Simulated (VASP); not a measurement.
Set up this calculation in VASP 6.6.1, as the native input.

```
Task                   : relaxation of cell and atoms
Functional             : PBE
Dispersion             : D4
Potentials or basis    : VASP PAW PBE potentials, release 64 (C)
Cutoff                 : 520 eV
k mesh                 : 15 × 15 × 6
Occupations            : gaussian, width 0.02 eV
Spin                   : no spin polarisation
Further INCAR settings : ALGO = Normal; EDIFF = 1e-07; IBRION = 2; EDIFFG = -0.002; NSW = 80; ISIF = 3
```

The structure of C lies in POSCAR:

```
C
1.0
    2.4560000000      0.0000000000      0.0000000000
   -1.2280000000      2.1269583900      0.0000000000
    0.0000000000      0.0000000000      6.6960000000
C
4
Direct
    0.0000000000      0.0000000000      0.7500000000
    0.0000000000      0.0000000000      0.2500000000
    0.3333333300      0.6666666700      0.7500000000
    0.6666666700      0.3333333300      0.2500000000
```

The input as run:

INCAR

```
  PREC = Accurate
  ENCUT = 520
  EDIFF = 1E-7
  ISMEAR = 0
  SIGMA = 0.02
  LREAL = False
  LASPH = True
  NELM = 100
  ALGO = Normal
  ISIF = 3
  LWAVE = False
  LCHARG = False
  GGA = PE
  IVDW = 13
  IBRION = 2
  NSW = 80
  EDIFFG = -0.002
  KPAR = 4
```

KPOINTS

```
Automatic mesh
0
Gamma
  15 15 6
```

Potentials or basis: VASP PAW PBE potentials, release 64 (C).

The run is started by

```console
$ cat potpaw_PBE.64/C/POTCAR > POTCAR
$ mpirun -np 4 vasp_std > vasp.out
```

Results of the run:

| Item | Value |
| --- | --- |
| Relaxed volume | 8.71 Å³/atom |
| Relaxed cell | a = 2.461 Å, b = 2.461 Å, c = 6.644 Å, α = 90.00°, β = 90.00°, γ = 120.00° |
| Space group after relaxing (to 0.05 Å) | P6_3/mmc (No. 194) |
| Energy gained by relaxing | 0.4 meV/atom |
| Ionic steps | 10 |
| Pressure after relaxing | 0.0 GPa |
| Band gap on the k mesh | none (metal or under the smearing width) |
| Dispersion energy per atom | -0.178 eV |

Wall time 82 s on 4 MPI ranks on Intel(R) Xeon(R) Platinum 8259CL CPU @ 2.50GHz (Skylake/Cascade Lake) (shared host), peak memory 0.15 GiB a rank.
